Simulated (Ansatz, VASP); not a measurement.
# WC (Qusongite): VASP beside Ansatz

Wanted: the spread between two codes on one cell, functional and k mesh. The cell is taken from a series of runs on this material, whose earlier steps may have relaxed, scaled, displaced or heated it; both programs get it as it stands.

Main program and level: Ansatz 0.2.0; plane waves, with VASP 6.6.1 beside it; relaxation of cell and atoms at r2SCAN.

## (1) Starting point

The structure is hexagonal, space group P-6m2 (No. 187). Conventional cell: a = 2.899 Å, b = 2.899 Å, c = 2.828 Å, α = 90.00°, β = 90.00°, γ = 120.00°. Nearest to W lie 6 C at 2.19 Å. Nearest to C lie 6 W at 2.19 Å. Farther neighbours are not listed.

## (2) Ansatz: relaxation of cell and atoms, r2SCAN

Ansatz runs on its PAW soft_1 files.

The relaxed volume is the usual yardstick between codes: in a stiff, nearly cubic crystal its relative difference is about their pressure difference at one cell divided by the bulk modulus.

input.yaml

```yaml
crystal:
  lattice:
    - [2.8985956679, 0.0, 0.0]
    - [-1.4492978339, 2.5102574837, 0.0]
    - [0.0, 0.0, 2.8280965508]
  atoms:
    - { symbol: W, position: [0.0, 0.0, 0.0] }
    - { symbol: C, position: [0.6666666667, 0.3333333333, 0.5] }
kpoints:
  mp_grid: { grid: [18, 18, 16] }
hamiltonian:
  xc: r2scan
  pseudopotentials: { kind: paw, azcp: { folder: soft_1 } }
scf:
  occupations: { method: methfessel_paxton, width: 0.2 }
output:
  forces: true
  stress: true
  eigenvalues: true
relax:
  adjacent_minimum: "off"
  f_tol: 0.001
  max_steps: 60
  cell: { stress_tol: 0.01 }
```

Command:

```sh
$ ansatz run input.yaml --threads 4 --pin off --max-ram 16384MiB --backend cpu --events-out ev --progress --plain --runs-dir out
```

Numbers of over 12 decimals in the logs are rounded to 6 here.

What it wrote:

```text
Engine: ansatz 0.2.0, aarch64-unknown-linux-gnu
Pseudopotentials: kind: paw
Pseudopotential: W, paw, valence charge 14, recommended cutoff 500 eV (meta_gga), soft_1/W.paw.azcp
Pseudopotential: C, paw, valence charge 4, recommended cutoff 500 eV (meta_gga), soft_1/C.paw.azcp
Functional definition: r2SCAN
  parameter k0 = 0.174
  parameter k1 = 0.065
  parameter a1 = 4.9479
  exchange = r2scan_x(k0 = k0, k1 = k1, a1 = a1)
  correlation = r2scan_c
Crystal: 2 atoms, lattice volume = 20.578 Å³
Basis set: ecut = 500 eV, 527 PW (Γ), exchange–correlation on 96×96×96 points (64 copies of the dense FFT grid, shifted against one another)
Bands: 13, of which v1, the nominal top of the filled ones, is band 9 counted from 1 (8 counted from 0)
Symmetry: 12 space group operations
Space group: P-6m2 (ITA 187), of the structure as read, at distance tolerance 2.7e-5 Å
k-points: 333 of 5184 (time reversal used)
Non-local potential: W, projectors of the file, l = 0: 3, l = 1: 2, l = 2: 2, l = 3: 1
Non-local potential: C, projectors of the file, l = 0: 2, l = 1: 2, l = 2: 1
PAW form: soft (Blöchl's): semilocal exchange-correlation on the pseudo side does not see the compensation charge
PAW frozen core: W, regenerated for the run's functional (the file was generated under x = pbe(κ = 0.804, μ = 0.219515), c = pbe(β = 0.066725))
PAW frozen core: C, regenerated for the run's functional (the file was generated under x = pbe(κ = 0.804, μ = 0.219515), c = pbe(β = 0.066725))
PAW one-centre angular grid: W, 590 points (default); XC on 160 Gauss nodes
PAW one-centre angular grid: C, 302 points (default); XC on 219 of its mesh's 2255 points in the sphere
Initial density: superposition of atomic densities (chi_scale 0.1, normalization cell, long waves kept (reshape's long-wave potential 0.00 eV rms))
Initial wavefunctions: pseudopotential atomic-orbital guess
Functional: x = r2scan, c = r2scan; τ floored in thin density (d = 2e-4 eV/Å³)
SCF iter   1: F=—  HF=-10651.129624 eV  |F-HF|=—  |Δ(HF+E_count)|=         —  Δρ=1.26e-1  dr2=4.38e0  dr2_τ=5.14e-1  ethr=3.10e-3  ⟨swp⟩=5.0  Hψ=21061  notcnv=0
preconditioner: auto → none  [metal: Δε(μ)=0.063 eV  Ē_g=11.371 eV  σ=0.200 eV  W_gap=0.26  n_scr=8 (ndim 8)  ℏωp=25.9 eV  f_vac=0.000  D(μ)=0.18/eV (n_scr^D=0)  sad-step TF]
SCF iter   2: F=—  HF=-10650.304756 eV  |F-HF|=—  |Δ(HF+E_count)|=   8.25e-1  S|Δr|=    0.00e0  Δρ=4.51e-2  dr2=4.53e-1  dr2_τ=9.89e-2  ethr=3.10e-3  ⟨swp⟩=2.7  Hψ=10268  notcnv=0
SCF iter   3: F=—  HF=-10650.266467 eV  |F-HF|=—  |Δ(HF+E_count)|=   3.83e-2  S|Δr|=    0.00e0  Δρ=1.09e-2  dr2=9.50e-3  dr2_τ=1.37e-3  ethr=2.52e-3  ⟨swp⟩=2.0  Hψ=7796  notcnv=0
SCF iter   4: F=—  HF=-10650.274081 eV  |F-HF|=—  |Δ(HF+E_count)|=   7.61e-3  S|Δr|=    0.00e0  Δρ=1.70e-3  dr2=4.64e-4  dr2_τ=1.06e-4  ethr=5.28e-5  ⟨swp⟩=2.2  Hψ=6899  notcnv=0
SCF iter   5: F=—  HF=-10650.274145 eV  |F-HF|=—  |Δ(HF+E_count)|=   6.33e-5  S|Δr|=    0.00e0  Δρ=2.46e-4  dr2=4.01e-6  dr2_τ=1.16e-6  ethr=2.58e-6  ⟨swp⟩=2.2  Hψ=7078  notcnv=0
SCF iter   6: F=—  HF=-10650.274152 eV  |F-HF|=—  |Δ(HF+E_count)|=   7.13e-6  S|Δr|=    0.00e0  Δρ=3.54e-5  dr2=1.60e-7  dr2_τ=2.29e-8  ethr=2.23e-8  ⟨swp⟩=2.0  Hψ=7125  notcnv=0
SCF iter   7: F=-10650.274152 eV  HF=-10650.274152 eV  |F-HF|=1.29e-9  |Δ(HF+E_count)|=   4.36e-8  S|Δr|=    0.00e0  Δρ=4.21e-6  dr2=3.54e-9  dr2_τ=6.38e-10  ethr=5.56e-10  ⟨swp⟩=5.5  Hψ=19136  notcnv=0
SCF 1 converged in 7 iterations: F = -10650.274152 eV  dr2 = 3.54e-9
  greatest PAW one-centre occupation: 1.000 electrons in one spin orbital (limit 2), on the W atom at site 0 (counted from 0), in its partial waves of l = 0
relax step   1: F+E_penalty+E_count = -10650.27415200 eV  Δ(F+E_penalty+E_count) = +0.000e0 eV  max|allowed force component| = 3.932e-17 eV/Å  Δτ_max = 0.0000 Å  P = +5.181 GPa  Ω = 20.578 Å³  (7 SCF iters, dr2 threshold 1.00e-7 eV, accepted)
[...]
relax step   2: F+E_penalty+E_count = -10650.27509789 eV  Δ(F+E_penalty+E_count) = -9.459e-4 eV  max|allowed force component| = 6.187e-17 eV/Å  Δτ_max = 0.0000 Å  P = -2.888 GPa  Ω = 21.009 Å³  energy of the carried Pulay correction = -1.249e-4 eV  (6 SCF iters, dr2 threshold 2.00e-7 eV, accepted)
[...]
relax step   3: F+E_penalty+E_count = -10650.27827897 eV  Δ(F+E_penalty+E_count) = -3.181e-3 eV  max|allowed force component| = 1.850e-16 eV/Å  Δτ_max = 0.0000 Å  P = -0.200 GPa  Ω = 20.849 Å³  energy of the carried Pulay correction = -7.899e-5 eV  (5 SCF iters, dr2 threshold 2.00e-7 eV, accepted)
[...]
relax step   4: F+E_penalty+E_count = -10650.27829480 eV  Δ(F+E_penalty+E_count) = -1.583e-5 eV  max|allowed force component| = 1.203e-16 eV/Å  Δτ_max = 0.0000 Å  P = -0.004 GPa  Ω = 20.840 Å³  energy of the carried Pulay correction = -7.634e-5 eV  (3 SCF iters, dr2 threshold 2.00e-7 eV, accepted)
[...]
relax step   5: F+E_penalty+E_count = -10650.27837188 eV  Δ(F+E_penalty+E_count) = -7.708e-5 eV  max|allowed force component| = 6.592e-17 eV/Å  Δτ_max = 0.0000 Å  P = -0.005 GPa  Ω = 20.840 Å³  stress off target by 7.02e-3 GPa  SCF on the basis re-selected at this cell (its energy is not comparable with the rows above)  (6 SCF iters)
basis re-selected at this cell: Δ(F+E_penalty+E_count) = -7.708e-5 eV, ΔP = -0.001 GPa vs the last step (what re-selecting the basis moved, of the pressure what is left beyond the Pulay correction that the steps carried, after the strain that the cell walked since its last selection, with what the two solves' SCF thresholds leave and, on support functions, any second-order correction that the steps lacked; it is no m [...]
SCF converged after 6 iterations
Stability not checked: this state was not tested for a lower state beside it, because cold or Methfessel-Paxton smearing, or corrected tetrahedra, fill the levels in a way that the test cannot read (fill_not_monotonic; see scf.lower_state_search)
Free energy (F): -10650.278372 eV
Harris-Foulkes:  -10650.278372 eV  (|F-HF|=7.28e-12)
Internal energy: -10650.278433 eV  (E = F + TS)
E sigma→0 (E₀):  -10650.278387 eV
Entropy (-TS):   0.000062 eV (0.031 meV/atom)
Fermi energy:    20.230148 eV
--- Per-component energies (eV) ---
  E_band       = -78.944134
  E_kinetic    = 509.895100
  E_local      = -605.350092  (includes V_loc(G=0)·N_el)
  E_nonlocal   = -2.545016
  E_hartree    = 248.553261
  E_xc         = -297.699089
  E_vxc        = -317.396867  (∫ρ·V_xc dr)
  E_paw        = -8708.830158  (= ΣΔE_a)
  E_vpaw       = -176.984734  (= ΣTr[D̂ρ^β])
  E_aug_tail   = 0.000070  (compensation charges beyond the density's cutoff)
  E_vtau       = 16.330869  (kinetic-family band-sum trace: ∫τ·v_τ [+ j·A + Jᵃ·Aᵃ] dr)
  E_ewald      = -1793.689581
  E_core_change = -0.612928  (= ΣΔE_core)
  E_smearing   = 0.000062  (= −TS)
  E_closure    = -0.000000  (closes the sum)
  Σ components = -10650.278372   (vs F -10650.278372, Δ=0.00e0)
--- Forces (eV/Å), atoms counted from 1 ---
  atom   1  W     -0.00000000     0.00000000     0.00000000
  atom   2  C     -0.00000000     0.00000000     0.00000000
  max |Σ_I F_I| component: 1.64e-16 eV/Å
--- Stress (GPa, compression-positive) ---
       -0.003913      -0.000000       0.000000
       -0.000000      -0.003913       0.000000
        0.000000       0.000000      -0.007021
  P = ⅓ Tr σ = -0.0049 GPa (-0.049 kbar)
--- Band table (eV; the first three rows and the last of 333) ---
  k-point 0: bands = [... 5 lower, 15.7743, 16.7514, 16.7514, 20.3449, 23.6351, 23.6351, 26.1645, 26.1645]
  k-point 1: bands = [... 5 lower, 15.7239, 16.7965, 16.7965, 20.3243, 23.2762, 23.2762, 26.3867, 26.3867]
  k-point 2: bands = [... 5 lower, 15.5203, 16.9286, 16.9286, 20.3594, 22.5169, 22.5169, 26.7090, 26.7090]
  k-point 332: bands = [... 5 lower, 12.8332, 14.6122, 18.5168, 19.5120, 24.7835, 26.8463, 28.1210, 29.9648]
--- Relaxed structure (4 steps of the walk, 4 accepted, 1 SCFs on fresh bases) ---
  F+E_penalty+E_count = -10650.27837188 eV   max|allowed force component| = 6.592e-17 eV/Å   (the final SCF, on the basis selected at the relaxed cell)
  cell:  # Å, volume = 20.8398 Å³
    - [2.912471, -2.900562791742238e-11, 0]
    - [-1.456236, 2.522274, 0]
    - [0, 0, 2.836866]
  atoms:
    - { symbol: W, position: [-3.700743415524894e-17, 0, 0.0] }
    - { symbol: C, position: [0.666667, 0.333333, 0.500000] }
```

The column dr2 measures how far the density is from self-consistency, as an energy; F and HF (Harris–Foulkes) agree once it is small.

## (3) VASP: relaxation of cell and atoms, r2SCAN

The same cell, functional, mesh and smearing now go to VASP, with its own data sets.

Lines of VASP's logs that name or quote its potential files are left out, and so is its time.

INCAR

```
SYSTEM = WC
PREC = Accurate
ENCUT = 660
EDIFF = 1E-07
NELM = 120
ISMEAR = 1
SIGMA = 0.2
LREAL = .FALSE.
ALGO = Normal
METAGGA = R2SCAN
LASPH = .TRUE.
NBANDS = 11
LORBIT = 11
LWAVE = .FALSE.
LCHARG = .FALSE.
ISIF = 3
IBRION = 2
NSW = 80
EDIFFG = -0.005
GGA_COMPAT = .FALSE.
NELMIN = 4
LMIXTAU = .TRUE.
KPAR = 2
```

POSCAR

```
WC
1.0
    2.8985960000      0.0000000000      0.0000000000
   -1.4492980000      2.5102570000      0.0000000000
    0.0000000000      0.0000000000      2.8280970000
W C
1 1
Direct
    0.0000000000      0.0000000000      0.0000000000
    0.6666666003      0.3333332005      0.4999998232
```

KPOINTS

```
Automatic mesh
0
Gamma
18 18 16
0 0 0
```

PAW data sets: W and C (PBE family, release 64).

Command:

```sh
$ mpirun -np 2 vasp_std
```

What it wrote:

```text
[banner, memory and clock lines left out]
running    2 mpi-ranks, on    1 nodes
 distrk:  each k-point on    1 cores,    2 groups
 distr:  one band on    1 cores,    1 groups

 POSCAR found type information on POSCAR W C
 POSCAR found :  2 types and       2 ions
|                                                                             |
|               ----> ADVICE to this user running VASP <----                  |
|                                                                             |
|     You enforced a specific xc type in the INCAR file but a different       |
|     [... a line on the potential file left out ...]
|     I HOPE YOU KNOW WHAT YOU ARE DOING!                                     |
|                                                                             |

 LDA part: xc-table for (None), standard interpolation
 POSCAR, INCAR and KPOINTS ok, starting setup
 FFT: planning ... GRIDC
 FFT: planning ... GRID_SOFT
 FFT: planning ... GRID
 WAVECAR not read
 entering main loop
       N       E                     dE             d eps       ncg     rms          rms(c)
DAV:   1    -0.336654209530E+01   -0.33665E+01   -0.59908E+03  7326   0.105E+03
DAV:   2    -0.622198309756E+02   -0.58853E+02   -0.56041E+02  8491   0.232E+02
DAV:   3    -0.647646327167E+02   -0.25448E+01   -0.25106E+01  9127   0.403E+01
DAV:   4    -0.647835883212E+02   -0.18956E-01   -0.18950E-01  8064   0.400E+00
DAV:   5    -0.647836718142E+02   -0.83493E-04   -0.83490E-04  8928   0.269E-01    0.317E+01
DAV:   6    -0.614302206605E+02    0.33535E+01   -0.10829E+01  8388   0.207E+01    0.117E+01
DAV:   7    -0.616611990036E+02   -0.23098E+00   -0.50685E-01  7677   0.642E+00    0.799E+00
DAV:   8    -0.614295727470E+02    0.23163E+00   -0.17848E-01  8178   0.392E+00    0.114E+00
DAV:   9    -0.617316293165E+02   -0.30206E+00   -0.20579E-01  7992   0.413E+00    0.440E-01
DAV:  10    -0.617415038243E+02   -0.98745E-02   -0.33018E-02  8058   0.155E+00    0.351E-01
DAV:  11    -0.617418324227E+02   -0.32860E-03   -0.29100E-03  7551   0.488E-01    0.319E-01
DAV:  12    -0.617413051727E+02    0.52725E-03   -0.34511E-03  9900   0.424E-01    0.129E-01
DAV:  13    -0.617420391593E+02   -0.73399E-03   -0.11796E-03  9491   0.252E-01    0.472E-02
DAV:  14    -0.617420465247E+02   -0.73654E-05   -0.87099E-05  7950   0.103E-01    0.677E-03
DAV:  15    -0.617420480228E+02   -0.14981E-05   -0.11388E-06  8624   0.111E-02    0.855E-03
DAV:  16    -0.617420457455E+02    0.22772E-05   -0.24813E-06  9001   0.147E-02    0.551E-03
DAV:  17    -0.617420478420E+02   -0.20965E-05   -0.10161E-06  7711   0.930E-03    0.273E-03
DAV:  18    -0.617420477781E+02    0.63849E-07   -0.45007E-08  3744   0.204E-03
   1 F= -.61742048E+02 E0= -.61742042E+02  d E =-.617420E+02
[...]
2 F= -.61726538E+02 E0= -.61726549E+02  d E =0.155099E-01
[...]
3 F= -.61744127E+02 E0= -.61744124E+02  d E =-.207878E-02
[...]
4 F= -.61744126E+02 E0= -.61744124E+02  d E =-.207870E-02
[...]
5 F= -.61744130E+02 E0= -.61744102E+02  d E =-.398152E-05
[...]
6 F= -.61744152E+02 E0= -.61744136E+02  d E =-.257687E-04
[...]
7 F= -.61744148E+02 E0= -.61744132E+02  d E =0.462029E-05
 trial-energy change:    0.000005  1 .order    0.000002   -0.000005    0.000010
 step:   0.1446(harm=  0.2517)  dis= 0.00000  next Energy=   -61.744153 (dE=-0.424E-06)
 bond charge predicted
       N       E                     dE             d eps       ncg     rms          rms(c)
DAV:   1    -0.617441511232E+02   -0.34563E-05   -0.74423E-05  7329   0.720E-02    0.295E-02
DAV:   2    -0.617441516996E+02   -0.57637E-06   -0.15698E-06  8643   0.104E-02    0.181E-02
DAV:   3    -0.617441520950E+02   -0.39543E-06   -0.13805E-06  7335   0.889E-03    0.207E-03
DAV:   4    -0.617441524065E+02   -0.31146E-06   -0.30372E-07  4909   0.409E-03    0.906E-04
DAV:   5    -0.617441524611E+02   -0.54689E-07   -0.45469E-08  3666   0.174E-03
   8 F= -.61744152E+02 E0= -.61744137E+02  d E =-.212494E-06
 curvature:  -0.12 expect dE=-0.110E-06 dE for cont linesearch -0.109E-06
 trial: gam=-0.23593 g(F)=  0.674E-42 g(S)=  0.901E-06 ort = 0.235E-05 (trialstep = 0.644E+00)
 search vector abs. value=  0.136E-06
 reached required accuracy - stopping structural energy minimisation
```

Parts of OUTCAR (step 3):

```text
ion  position               nearest neighbor table
   1  0.000  0.000  0.000-   2 2.19   2 2.19   2 2.19   2 2.19   2 2.19   2 2.19
   2  0.667  0.333  0.500-   1 2.19   1 2.19   1 2.19   1 2.19   1 2.19   1 2.19

  LATTYP: Found a hexagonal cell.
 ALAT       =     2.8985960000
 C/A-ratio  =     0.9756782249

 Subroutine GETGRP returns: Found 12 space group operations
 (whereof 12 operations were pure point group operations)

The static configuration has the point symmetry D_3h.

 Found    333 irreducible k-points:

   k-points           NKPTS =    333   k-points in BZ     NKDIM =    333   number of bands    NBANDS=     11

   dimension x,y,z NGX =    24 NGY =   24 NGZ =   24
   dimension x,y,z NGXF=    48 NGYF=   48 NGZF=   48

   ENCUT  =  660.0 eV  48.51 Ry    6.96 a.u.   6.07  6.07  5.92*2*pi/ulx,y,z

   NELECT =      10.0000    total number of electrons

 k-points in reciprocal lattice and weights: Automatic mesh
   0.00000000  0.00000000  0.00000000       0.000
   0.05555556  0.00000000  0.00000000       0.001
   0.11111111  0.00000000  0.00000000       0.001
   0.16666667  0.00000000  0.00000000       0.001
   0.22222222 -0.00000000  0.00000000       0.001
   0.27777778  0.00000000  0.00000000       0.001
   0.33333333 -0.00000000  0.00000000       0.001
   0.38888889 -0.00000000  0.00000000       0.001
   0.44444444 -0.00000000  0.00000000       0.001
[...]
0.33333333  0.27777778  0.50000000       0.002
   0.33333333  0.33333333  0.50000000       0.000

 average (electrostatic) potential at core
       1 -43.0442       2 -48.1046

 E-fermi :   8.1617

 k-point     1 :       0.0000    0.0000    0.0000
  band No.  band energies     occupation
      1      -7.0489      2.00000
      2       3.6896      2.00000
      3       4.6830      2.00000
      4       4.6830      2.00000
      5       8.3435     -0.02573
      6      11.5100     -0.00000
      7      11.5100     -0.00000
      8      14.1582      0.00000
      9      14.1582      0.00000
    ...

 k-point     2 :       0.0556    0.0000    0.0000
  band No.  band energies     occupation
      1      -6.9689      2.00000
      2       3.7235      2.00000
      3       4.5560      2.00000
      4       4.7622      2.00000
      5       8.0653      1.72007
      6      11.4799     -0.00000
      7      11.8186     -0.00000
      8      13.9740      0.00000
      9      14.0955      0.00000
     10      15.3725      0.00000
    ...

 k-point     3 :       0.1111    0.0000    0.0000
  band No.  band energies     occupation
      1      -6.7345      2.00000
      2       3.7007      2.00000
      3       4.3415      2.00000
      4       4.9938      2.00000
      5       7.4489      2.00001
      6      11.3942     -0.00000
      7      12.5164      0.00000
      8      13.5042      0.00000
      9      13.9238      0.00000
     10      16.0594      0.00000
    ...

  Total        0.0034205      0.0034205      0.0037377      0.0000000      0.0000000      0.0000000
  in kB        0.2639721      0.2639719      0.2884559      0.0000000      0.0000000      0.0000000
  external PRESSURE =       0.2721333 kB  Pullay stress =       0.0000000 kB

  energy-cutoff  :      660.00
  volume of cell :       20.76
      direct lattice vectors                 reciprocal lattice vectors
     2.908134640 -0.000000000 -0.000000000     0.343863034  0.198529477 -0.000000000
    -1.454067320  2.518517697 -0.000000000     0.000000000  0.397058953 -0.000000000
     0.000000000  0.000000000  2.834510798     0.000000000  0.000000000  0.352794564

 POSITION                                       TOTAL-FORCE (eV/Angst)
 -----------------------------------------------------------------------------------
      0.00000      0.00000      0.00000        -0.000000     -0.000000      0.000000
      1.45407      0.83951      1.41725         0.000000      0.000000      0.000000
 -----------------------------------------------------------------------------------
    total drift:                               -0.000000      0.000090      0.000133

  FREE ENERGIE OF THE ION-ELECTRON SYSTEM (eV)
  ---------------------------------------------------
  free  energy   TOTEN  =       -61.7441524611 eV

  energy  without entropy=      -61.7441049933  energy(sigma->0) =      -61.74413664

 reached required accuracy - stopping structural energy minimisation

 total charge
# of ion       s       p       d       tot
------------------------------------------
    1        0.614   0.891   4.363   5.869
    2        0.870   1.567   0.000   2.437
--------------------------------------------------
tot          1.484   2.458   4.363   8.306

[... 3 further parts left out ...]
```

CONTCAR:

```
WC
   1.00000000000000
     2.9081346400887593   -0.0000000000000000   -0.0000000000000000
    -1.4540673200443797    2.5185176970143126   -0.0000000000000000
     0.0000000000000000    0.0000000000000000    2.8345107976226052
  W               C
     1     1
Direct
     0.0000000000000000    0.0000000000000000    0.0000000000000000
     0.6666666002999975    0.3333332005000003    0.4999998231999996
```

The run keeps the 12 symmetry operations of its start, so it cannot find a distortion of lower symmetry.

## (4) Differences

Known differences besides the potentials themselves: VASP keeps PBE cores, Ansatz makes them for the functional; the data sets hold 18 valence electrons in Ansatz (on its PAW soft_1 files) and 10 in VASP; the cutoff is 500 eV in Ansatz and 660 eV in VASP; Ansatz adds a Pulay correction to the stress that steers its cell, VASP none. Total energies have different zeros and are not compared.

Compared:

| quantity | Ansatz | VASP | difference |
| --- | --- | --- | --- |
| volume (Å³) | 20.84 | 20.76 | +0.38 % |
| edge a after relaxation, in the typed setting (Å) | 2.913 | 2.908 | +0.15 % |
| edge c after relaxation, in the typed setting (Å) | 2.837 | 2.834 | +0.08 % |

## (5) Results

```json
{
 "difference in volume (relaxation of cell and atoms, r2SCAN)": "0.38 %"
}
```

In words: The difference in volume is 0.38 % (relaxation of cell and atoms, r2SCAN), within the 1.2 % picked in this series as the mark of a large difference, as far as the stopping tolerances let one tell. The data sets hold unlike numbers of valence electrons (18 in Ansatz and 10 in VASP), so part of the differences comes from the potentials. 1 further run of this series is not shown here. Such differences can come from data sets, numerical settings and the points named under the comparisons, not from the functional's error against experiment.

[Lines on the potential files, build, host, timing and source positions are cut from VASP's logs without a mark.]

[Logs are printed without paths, hosts, clocks, repeated set-up lines and the standing remarks that a program may print on its own settings, such as how far it seeks lower states.]

[Hosts, paths, dates, database ids (printed as entryN), source tags and the programs' standing remarks are cut or masked in the printed files.]
